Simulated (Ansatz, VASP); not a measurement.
## Si (twisted silicene bilayer, 87.80 deg): VASP beside Ansatz

Aim: how closely do two programs agree when they are given the same cell, functional and k mesh? The cell is taken from a series of runs on this material, whose earlier steps may have relaxed, scaled, displaced or heated it; both programs get it as it stands.

Method: plane waves, with VASP 6.6.1 beside it; single point at PBE with D3(BJ), in Ansatz 0.2.0.

### 1. The structure

The cell holds 52 atoms: 52 Si. Cell: a = 13.917 Å, b = 13.917 Å, c = 16.170 Å, α = 90.0°, β = 90.0°, γ = 120.0°. It derives from Si (silicene). As first built, before any earlier steps moved the atoms (in the runner's words): silicene (a = 3.86 A) under silicene (a = 3.86 A), bilayer, commensurate cell of 13 unit cells a layer, twist 87.80 deg; facing atoms 3.29 A apart;; flat layers, displaced by a Gaussian of 0.01 A. Vacuum lies along c.

### 2. VASP: single point, PBE with D3(BJ), pair 1

With cell and atoms fixed, the geometry can't cause a difference; cores, projectors, grids and the points listed under the comparison can.

Lines of VASP's logs that name or quote its potential files are left out, and so is its time.

File INCAR:

```
SYSTEM = Si
PREC = Accurate
ENCUT = 400
EDIFF = 1E-06
NELM = 120
ISMEAR = -1
SIGMA = 0.025
LREAL = Auto
ALGO = Normal
GGA = PE
IVDW = 12
NBANDS = 144
LORBIT = 11
LWAVE = .FALSE.
LCHARG = .FALSE.
ISIF = 2
LASPH = .TRUE.
GGA_COMPAT = .FALSE.
NCORE = 2
```

File POSCAR:

```
Si
1.0
   13.9174000000      0.0000000000      0.0000000000
   -6.9587000000     12.0528200000      0.0000000000
    0.0000000000      0.0000000000     16.1700000000
Si
52
Direct
    0.1289400000      0.1797300000      0.3978900000
    0.1803100000      0.0511000000      0.3714400000
    0.2061300000      0.4889300000      0.3994000000
    0.2567900000      0.3598700000      0.3702400000
    0.2814400000      0.7949400000      0.3985300000
    0.3339100000      0.6667600000      0.3714300000
    0.3601600000      0.1038500000      0.3987100000
    0.4100800000      0.9740100000      0.3710400000
    0.4361100000      0.4110000000      0.3981800000
    0.4873300000      0.2814500000      0.3712100000
    0.5119900000      0.7178400000      0.3986100000
    0.5653300000      0.5908400000      0.3709900000
    0.5906400000      0.0270100000      0.3987800000
    0.6412400000      0.8970700000      0.3721700000
    0.6663700000      0.3333100000      0.3981300000
    0.7186900000      0.2058000000      0.3715100000
    0.7449200000      0.6416500000      0.3983900000
    0.7951500000      0.5115900000      0.3718600000
    0.8215300000      0.9481300000      0.3980100000
    0.8709000000      0.8211500000      0.3717600000
    0.8962200000      0.2544300000      0.3970700000
    0.9484400000      0.1267200000      0.3701000000
    0.9750500000      0.5644900000      0.3984500000
    0.0258900000      0.4351900000      0.3699000000
    0.0513100000      0.8703600000      0.3982800000
    0.1030000000      0.7442500000      0.3706900000
    0.2557400000      0.8974400000      0.6288500000
    0.2044600000      0.7179600000      0.6009800000
    0.3312100000      0.6664100000      0.6289300000
    0.2824400000      0.4863000000      0.6021100000
    0.5635300000      0.9741400000      0.6278600000
    0.5115100000      0.7937000000      0.6002100000
    0.1794500000      0.1290000000      0.6286600000
    0.1274700000      0.9475600000      0.6016200000
    0.4088500000      0.4352400000      0.6287700000
    0.3593100000      0.2562400000      0.6018800000
    0.6406000000      0.7448900000      0.6292100000
    0.5894400000      0.5644900000      0.6017300000
    0.8722900000      0.0509200000      0.6287900000
    0.8205700000      0.8722100000      0.6022400000
    0.4866200000      0.2055300000      0.6295100000
    0.4354900000      0.0256000000      0.6012000000
    0.7175900000      0.5136000000      0.6279400000
    0.6658400000      0.3332300000      0.6022300000
    0.9502600000      0.8209700000      0.6291400000
    0.8977600000      0.6399900000      0.6024300000
    0.7949900000      0.2817800000      0.6289000000
    0.7428900000      0.1017500000      0.6010800000
    0.0257500000      0.5897100000      0.6293200000
    0.9736500000      0.4102600000      0.6008700000
    0.1031600000      0.3582600000      0.6289300000
    0.0503200000      0.1786200000      0.6021600000
```

File KPOINTS:

```
Automatic mesh
0
Gamma
1 1 1
0 0 0
```

The projector-augmented-wave data sets are Si (PBE family, release 64).

The run is started by

```console
$ mpirun -np 8 vasp_gam
```

Numbers of over 12 decimals in the logs are rounded to 6 here.

The log of the run:

```text
[banner, memory and clock lines left out]
running    8 mpi-ranks, on    1 nodes
[...]
LDA part: xc-table for (Slater+PW92), standard interpolation
 POSCAR, INCAR and KPOINTS ok, starting setup
[...]
entering main loop
       N       E                     dE             d eps       ncg     rms          rms(c)
DAV:   1     0.125863538467E+04    0.12586E+04   -0.64738E+04   288   0.919E+02
DAV:   2    -0.108768006923E+03   -0.13674E+04   -0.13134E+04   456   0.182E+02
DAV:   3    -0.249943359061E+03   -0.14118E+03   -0.13897E+03   328   0.615E+01
DAV:   4    -0.256000455681E+03   -0.60571E+01   -0.60037E+01   416   0.147E+01
[...]
DAV:  20    -0.249274996840E+03   -0.21653E-04   -0.76012E-07   232   0.130E-03    0.413E-04
DAV:  21    -0.249274998735E+03   -0.18950E-05   -0.74946E-08   224   0.529E-04    0.210E-04
DAV:  22    -0.249274999423E+03   -0.68756E-06   -0.34637E-08   192   0.364E-04
   1 F= -.26339002E+03 E0= -.26336074E+03  d E =-.585679E-01
```

OUTCAR, selected parts (step 2):

```text
 Edisp (eV)  -14.11502

  Total      -7.04484    -8.37473   -17.98257     0.93112    -0.73495     0.12504
  in kB      -4.16126    -4.94680   -10.62198     0.55000    -0.43412     0.07386
  external pressure =       -6.58 kB  Pullay stress =        0.00 kB

 POSITION                                       TOTAL-FORCE (eV/Angst)
 -----------------------------------------------------------------------------------
      0.54382      2.16625      6.43388        -0.060508      0.223030      0.485784
      2.15386      0.61590      6.00618         0.186356     -0.041364      0.046980
     -0.53352      5.89299      6.45830        -0.097249     -0.172342      0.446947
      1.06962      4.33745      5.98678        -0.036412     -0.171075      0.045244
     -1.61484      9.58127      6.44423         0.345880     -0.037699      0.485834
      0.00738      8.03634      6.00602        -0.230709      0.143907     -0.295183
      4.28983      1.25169      6.44714        -0.157641     -0.311916      0.365399
     -1.07060     11.73957      5.99972        -0.039792     -0.034909      0.051983
      3.20949      4.95371      6.43857         0.263526     -0.317883      0.351551
      4.82384      3.39227      6.00247        -0.269864      0.501302     -0.135083
      2.13034      8.65200      6.44552         0.145754     -0.092099      0.507462
      3.75645      7.12129      5.99891        -0.128329      0.096556      0.051759
      8.03222      0.32555      6.44827         0.176378     -0.011240      0.357242
      2.68195     10.81222      6.01799         0.094635      0.270005      0.024541
[...]
-----------------------------------------------------------------------------------
    total drift:                               -0.008288      0.003434     -0.002858

  FREE ENERGIE OF THE ION-ELECTRON SYSTEM (eV)
  ---------------------------------------------------
  free  energy   TOTEN  =      -263.3900237622 eV

  energy  without entropy=     -263.3314558313  energy(sigma->0) =     -263.36073980

[... 3 further parts left out ...]
[key lines of the parts left out:]
E-fermi :  -0.5266
```

The gap is under twice the smearing width, so the edge states are partly filled and the run can't tell a small gap from a semimetal.

### 3. Ansatz: single point, PBE with D3(BJ), pair 1

Ansatz runs on its default PAW (the set named soft_2) files.

The same cell, functional, mesh and smearing now go to Ansatz, which takes its cutoff from its data sets.

File input.yaml:

```yaml
crystal:
  lattice:
    - [13.9174, 0.0, 0.0]
    - [-6.9587, 12.05282, 0.0]
    - [0.0, 0.0, 16.17]
  atoms:
    - { symbol: Si, position: [0.12894, 0.17973, 0.39789] }
    - { symbol: Si, position: [0.18031, 0.0511, 0.37144] }
    - { symbol: Si, position: [0.20613, 0.48893, 0.3994] }
    - { symbol: Si, position: [0.25679, 0.35987, 0.37024] }
    - { symbol: Si, position: [0.28144, 0.79494, 0.39853] }
    - { symbol: Si, position: [0.33391, 0.66676, 0.37143] }
    - { symbol: Si, position: [0.36016, 0.10385, 0.39871] }
    - { symbol: Si, position: [0.41008, 0.97401, 0.37104] }
    - { symbol: Si, position: [0.43611, 0.411, 0.39818] }
    - { symbol: Si, position: [0.48733, 0.28145, 0.37121] }
    - { symbol: Si, position: [0.51199, 0.71784, 0.39861] }
    - { symbol: Si, position: [0.56533, 0.59084, 0.37099] }
    - { symbol: Si, position: [0.59064, 0.02701, 0.39878] }
    - { symbol: Si, position: [0.64124, 0.89707, 0.37217] }
    - { symbol: Si, position: [0.66637, 0.33331, 0.39813] }
    - { symbol: Si, position: [0.71869, 0.2058, 0.37151] }
    - { symbol: Si, position: [0.74492, 0.64165, 0.39839] }
    - { symbol: Si, position: [0.79515, 0.51159, 0.37186] }
    - { symbol: Si, position: [0.82153, 0.94813, 0.39801] }
    - { symbol: Si, position: [0.8709, 0.82115, 0.37176] }
    - { symbol: Si, position: [0.89622, 0.25443, 0.39707] }
    - { symbol: Si, position: [0.94844, 0.12672, 0.3701] }
    - { symbol: Si, position: [0.97505, 0.56449, 0.39845] }
    - { symbol: Si, position: [0.02589, 0.43519, 0.3699] }
    - { symbol: Si, position: [0.05131, 0.87036, 0.39828] }
    - { symbol: Si, position: [0.103, 0.74425, 0.37069] }
    - { symbol: Si, position: [0.25574, 0.89744, 0.62885] }
    - { symbol: Si, position: [0.20446, 0.71796, 0.60098] }
    - { symbol: Si, position: [0.33121, 0.66641, 0.62893] }
    - { symbol: Si, position: [0.28244, 0.4863, 0.60211] }
    - { symbol: Si, position: [0.56353, 0.97414, 0.62786] }
    - { symbol: Si, position: [0.51151, 0.7937, 0.60021] }
    - { symbol: Si, position: [0.17945, 0.129, 0.62866] }
    - { symbol: Si, position: [0.12747, 0.94756, 0.60162] }
    - { symbol: Si, position: [0.40885, 0.43524, 0.62877] }
    - { symbol: Si, position: [0.35931, 0.25624, 0.60188] }
    - { symbol: Si, position: [0.6406, 0.74489, 0.62921] }
    - { symbol: Si, position: [0.58944, 0.56449, 0.60173] }
    - { symbol: Si, position: [0.87229, 0.05092, 0.62879] }
    - { symbol: Si, position: [0.82057, 0.87221, 0.60224] }
    - { symbol: Si, position: [0.48662, 0.20553, 0.62951] }
    - { symbol: Si, position: [0.43549, 0.0256, 0.6012] }
    - { symbol: Si, position: [0.71759, 0.5136, 0.62794] }
    - { symbol: Si, position: [0.66584, 0.33323, 0.60223] }
    - { symbol: Si, position: [0.95026, 0.82097, 0.62914] }
    - { symbol: Si, position: [0.89776, 0.63999, 0.60243] }
    - { symbol: Si, position: [0.79499, 0.28178, 0.6289] }
    - { symbol: Si, position: [0.74289, 0.10175, 0.60108] }
    - { symbol: Si, position: [0.02575, 0.58971, 0.62932] }
    - { symbol: Si, position: [0.97365, 0.41026, 0.60087] }
    - { symbol: Si, position: [0.10316, 0.35826, 0.62893] }
    - { symbol: Si, position: [0.05032, 0.17862, 0.60216] }
kpoints:
  mp_grid: { grid: [1, 1, 1] }
hamiltonian:
  xc: pbe
  dispersion: d3bj
scf:
  occupations: { method: fermi_dirac, width: 0.025 }
output:
  forces: true
  populations: true
  dos:
    method: { smearing: { sigma: 0.15 } }
    de: 0.1
    projected:
      site_lists:
        Si: [Si]
        layer_1: [0, 1, 2, 3, 4, 5, 6, 7, 8, 9, 10, 11, 12, 13, 14, 15, 16, 17, 18, 19, 20, 21, 22, 23, 24, 25]
        layer_2: [26, 27, 28, 29, 30, 31, 32, 33, 34, 35, 36, 37, 38, 39, 40, 41, 42, 43, 44, 45, 46, 47, 48, 49, 50, 51]
  eigenvalues: true
```

The run is started by

```console
$ ansatz run input.yaml --threads 32 --pin off --max-ram 92160MiB --backend cuda --events-out ev --progress --plain --runs-dir out --max-vram 78GiB
```

The log of the run:

```text
Engine: ansatz 0.2.0, aarch64-unknown-linux-gnu
Pseudopotentials: kind: paw
Pseudopotential: Si, paw, valence charge 4, recommended cutoff 420 eV (normal), Si.paw.azcp
Functional definition: PBE
  parameter kappa = 0.804
  parameter beta = 0.066725
  exchange = pbe_x(kappa = kappa, mu = beta*pi^2/3)
  correlation = pbe_c(beta = beta)
device memory: the entry about to start is reckoned to put 4.5 GiB on a device that reports 102.7 GiB free (of which the cap on the GPU budget leaves the run 78.0 GiB)
GPU FFT provider: cuFFT
GPU libraries: cuBLAS 13.8.1, cuFFT 12.4.0, cuSOLVER 12.3.2
GPU matrix products: emulated (plane waves: as basis.precision tells), large ones in fixed point in workspaces of 1.00 GiB
Crystal: 52 atoms, lattice volume = 2712.419 Å³
Basis set: ecut = 420 eV, 53041 PW (Γ), exchange–correlation on 192×192×240 points (8 copies of the dense FFT grid, shifted against one another)
Bands: 156, of which v1, the nominal top of the filled ones, is band 104 counted from 1 (103 counted from 0)
Symmetry: 1 space group operations
Space group: P1 (ITA 1), of the structure as read, at distance tolerance 1.4e-4 Å
k-points: 1
Non-local potential: Si, projectors of the file, l = 0: 2, l = 1: 2, l = 2: 2
PAW form: soft (Blöchl's): semilocal exchange-correlation on the pseudo side does not see the compensation charge
PAW one-centre angular grid: Si, 110 points (default); XC on 64 Gauss nodes
Initial density: superposition of atomic densities (neutral atoms: chi_scale 0, normalization atom), corrected by the library's trained network
Initial wavefunctions: pseudopotential atomic-orbital guess
GPU buffer pool allocated for 1105920 grid points (all kernels)
GPU transforms: local potential and band sums: pruned to the plane-wave sphere, on 96×96×120
Functional: x = pbe(κ = 0.804, μ = 0.219515), c = pbe(β = 0.066725)
SCF iter   1: F=—  HF=-33043.457462 eV  |F-HF|=—  |Δ(HF+E_count)|=         —  Δρ=2.08e-3  dr2=4.97e-1  ethr=1.77e-3  ⟨swp⟩=8.0  Hψ=856  notcnv=0  defer=17
preconditioner: auto → LDOS  [insulator: Δε(μ)=0.075 eV  Ē_g=7.014 eV  σ=0.025 eV  W_gap=0.63  n_scr=236 (ndim 8)  ℏωp=10.3 eV  f_vac=0.473  D(μ)=23.98/eV (n_scr^D=84)  ε∞_Penn≈3.1  β→1.0]
SCF iter   2: F=—  HF=-33043.448575 eV  |F-HF|=—  |Δ(HF+E_count)|=   8.89e-3  Δρ=1.22e-3  dr2=1.45e-1  ethr=2.39e-4  ⟨swp⟩=4.0  Hψ=307  notcnv=0  defer=40
SCF iter   3: F=—  HF=-33043.428495 eV  |F-HF|=—  |Δ(HF+E_count)|=   2.01e-2  Δρ=3.81e-4  dr2=1.65e-2  ethr=6.95e-5  ⟨swp⟩=3.0  Hψ=204  notcnv=0  defer=40
SCF iter   4: F=—  HF=-33043.426317 eV  |F-HF|=—  |Δ(HF+E_count)|=   2.18e-3  Δρ=1.66e-4  dr2=3.44e-3  ethr=7.93e-6  ⟨swp⟩=2.0  Hψ=191  notcnv=0  defer=40
SCF iter   5: F=—  HF=-33043.425353 eV  |F-HF|=—  |Δ(HF+E_count)|=   9.63e-4  Δρ=8.45e-5  dr2=6.14e-4  ethr=1.66e-6  ⟨swp⟩=2.0  Hψ=220  notcnv=0  defer=40
SCF iter   6: F=—  HF=-33043.427549 eV  |F-HF|=—  |Δ(HF+E_count)|=   2.20e-3  Δρ=4.41e-5  dr2=1.78e-4  ethr=2.95e-7  ⟨swp⟩=2.0  Hψ=189  notcnv=0  defer=40
SCF iter   7: F=—  HF=-33043.427535 eV  |F-HF|=—  |Δ(HF+E_count)|=   1.39e-5  Δρ=2.36e-5  dr2=5.88e-5  ethr=8.54e-8  ⟨swp⟩=2.0  Hψ=192  notcnv=0  defer=40
SCF iter   8: F=—  HF=-33043.427005 eV  |F-HF|=—  |Δ(HF+E_count)|=   5.30e-4  Δρ=1.01e-5  dr2=1.41e-5  ethr=2.83e-8  ⟨swp⟩=3.0  Hψ=236  notcnv=0  defer=40
SCF iter   9: F=—  HF=-33043.427005 eV  |F-HF|=—  |Δ(HF+E_count)|=   7.45e-8  Δρ=4.85e-6  dr2=3.28e-6  ethr=6.78e-9  ⟨swp⟩=2.0  Hψ=167  notcnv=0  defer=40
SCF iter  10: F=—  HF=-33043.427005 eV  |F-HF|=—  |Δ(HF+E_count)|=   2.02e-8  Δρ=2.61e-6  dr2=8.83e-7  ethr=1.58e-9  ⟨swp⟩=2.0  Hψ=218  notcnv=0  defer=40
SCF iter  11: F=—  HF=-33043.427005 eV  |F-HF|=—  |Δ(HF+E_count)|=   5.37e-8  Δρ=1.30e-6  dr2=2.14e-7  ethr=4.25e-10  ⟨swp⟩=2.0  Hψ=220  notcnv=0  defer=40
SCF iter  12: F=-33043.427005 eV  HF=-33043.427005 eV  |F-HF|=1.23e-8  |Δ(HF+E_count)|=   1.40e-9  Δρ=5.96e-7  dr2=2.96e-8  ethr=4.81e-11  ⟨swp⟩=14.0  Hψ=953  notcnv=0
SCF 1 converged in 12 iterations: F = -33043.427005 eV  dr2 = 2.96e-8
  greatest PAW one-centre occupation: 0.649 electrons in one spin orbital (limit 2), on the Si atom at site 48 (counted from 0), in its partial waves of l = 0
SCF converged after 12 iterations
Free energy (F): -33043.427005 eV
Harris-Foulkes:  -33043.427005 eV  (|F-HF|=1.23e-8)
Internal energy: -33043.368474 eV  (E = F + TS)
E sigma→0 (E₀):  -33043.397740 eV
Entropy (-TS):   -0.058531 eV (-1.126 meV/atom)
Fermi energy:    -0.369074 eV
--- Per-component energies (eV) ---
  E_band       = -1117.019224
  E_kinetic    = 2028.795138
  E_local      = -23092.704332  (includes V_loc(G=0)·N_el)
  E_nonlocal   = 1356.645334
  E_hartree    = 10541.889667
  E_xc         = -2826.256670
  E_vxc        = -2370.107821  (∫ρ·V_xc dr)
  E_paw        = -26659.349291  (= ΣΔE_a)
  E_vpaw       = -123.424369  (= ΣTr[D̂ρ^β])
  E_aug_tail   = 0.000327  (compensation charges beyond the density's cutoff)
  E_ewald      = 5621.728399
  E_disp       = -14.117046  (pairwise vdW)
  E_smearing   = -0.058531  (= −TS)
  E_closure    = 0.000000  (closes the sum)
  Σ components = -33043.427005   (vs F -33043.427005, Δ=0.00e0)
--- Forces (eV/Å), atoms counted from 1 ---
[... 52 lines of forces left out ...]
  max |Σ_I F_I| component: 2.46e-6 eV/Å
--- Band table (eV) ---
--- Löwdin populations: 52 sites ---
  site symbol       q [e]
[... 52 lines, one an atom, left out ...]
  spilling = 0.012523 (of n_electrons = 208.000000)
```

Reading the cycles: dr2 is the Hartree energy of the density residual (eV), the measure of convergence; HF is the Harris–Foulkes estimate of the energy, which meets the free energy F at convergence.

### 4. Differences

Known differences besides the potentials themselves: the cutoff is 420 eV in Ansatz and 400 eV in VASP (PREC = Accurate, projectors in real space). Total energies have different zeros and are not compared.

Forces on 10 of the 52 atoms, those with the largest forces and the largest differences (eV/Å; atoms numbered as in POSCAR):

| atom | Ansatz x, y, z | VASP x, y, z |
| --- | --- | --- |
| Si3 | -0.097, -0.171, 0.454 | -0.097, -0.172, 0.447 |
| Si5 | 0.347, -0.037, 0.491 | 0.346, -0.038, 0.486 |
| Si15 | 0.075, -0.094, 0.743 | 0.075, -0.094, 0.738 |
| Si19 | -0.586, 0.028, 0.604 | -0.584, 0.027, 0.598 |
| Si30 | -0.261, 0.352, -0.512 | -0.262, 0.352, -0.507 |
| Si32 | -0.307, 0.091, -0.457 | -0.306, 0.092, -0.451 |
| Si34 | 0.243, 0.320, -0.553 | 0.242, 0.318, -0.547 |
| Si44 | 0.105, 0.053, -0.672 | 0.104, 0.052, -0.669 |
| Si48 | 0.293, 0.072, -0.332 | 0.290, 0.073, -0.325 |
| Si52 | 0.114, 0.383, -0.567 | 0.114, 0.381, -0.561 |

The forces differ by 3.2 meV/Å r.m.s., which is 1.2 % of the r.m.s. force of 0.268 eV/Å (both taken over all components). With vacuum in the cell, a pressure given here is an average over mostly empty space and none of the material.

(Part 1 of 2 ends here.)

[Lines on the potential files, build, host, timing and source positions are cut from VASP's logs without a mark.]

[Logs are printed without paths, hosts, clocks, repeated set-up lines and the standing remarks that a program may print on its own settings, such as how far it seeks lower states.]

[Hosts, paths, dates, database ids (printed as entryN), source tags and the programs' standing remarks are cut or masked in the printed files.]
